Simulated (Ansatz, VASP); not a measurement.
## Mg3Zr in VASP and in Ansatz

INCAR

```
SYSTEM = Mg3Zr
  PREC = Accurate
  ENCUT = 520
  EDIFF = 1E-6
  ISMEAR = 1
  SIGMA = 0.3
  LREAL = .False.
  LASPH = .True.
  NELM = 80
  ALGO = Normal
  ISIF = 2
  LWAVE = .False.
  LCHARG = .False.
  NBANDS = 17
```

Contents of KPOINTS:

```
Automatic mesh
0
Gamma
  6 6 6
  0 0 0
```

POSCAR

```
Mg3Zr
1.0
    4.9859230000      0.0000000000      0.0000000000
    2.4929615000      4.3179359793      0.0000000000
    2.4929615000      1.4393119931      4.0709890823
Mg Zr
3 1
Direct
    0.0000000000      0.0000000000      0.0000000000
    0.2500000000      0.2500000000      0.2500000000
    0.7500000000      0.7500000000      0.7500000000
    0.5000000000      0.5000000000      0.5000000000
```

Input for Ansatz:

```yaml
crystal:
  lattice:
    a: 4.985923
    b: 4.985923
    c: 4.985923
    alpha: 60.0
    beta: 60.0
    gamma: 60.0
  atoms:
    - { symbol: Mg, position: [0.0, 0.0, 0.0] }
    - { symbol: Mg, position: [0.25, 0.25, 0.25] }
    - { symbol: Mg, position: [0.75, 0.75, 0.75] }
    - { symbol: Zr, position: [0.5, 0.5, 0.5] }
kpoints:
  mp_grid:
    grid: [6, 6, 6]
hamiltonian:
  xc: lda
  pseudopotentials:
    kind: paw
scf:
  occupations:
    method: cold
    width: 0.3
output:
  forces: true
  stress: true
```

The cell comes from a database or a generator and needn't be the stable form of this composition.

Alike in both runs: task single point; functional LDA; k mesh 6 × 6 × 6; no spin polarisation.

```csv
,VASP,Ansatz
version,VASP 6.6.1,Ansatz 0.2.0
potentials or method,"VASP PAW LDA potentials, release 64 (Mg, Zr_sv)","plane waves, PAW"
plane-wave cutoff (eV),520,420
occupations,"methfessel-paxton of order 1, width 0.3 eV","cold, width 0.3 eV"
valence electrons in the cell,18,42
```

```tsv
	VASP	Ansatz	Ansatz less VASP
pressure (GPa)	-3.8	-3.4	+0.42
```

The two sets of potentials don't hold the same shells in valence.
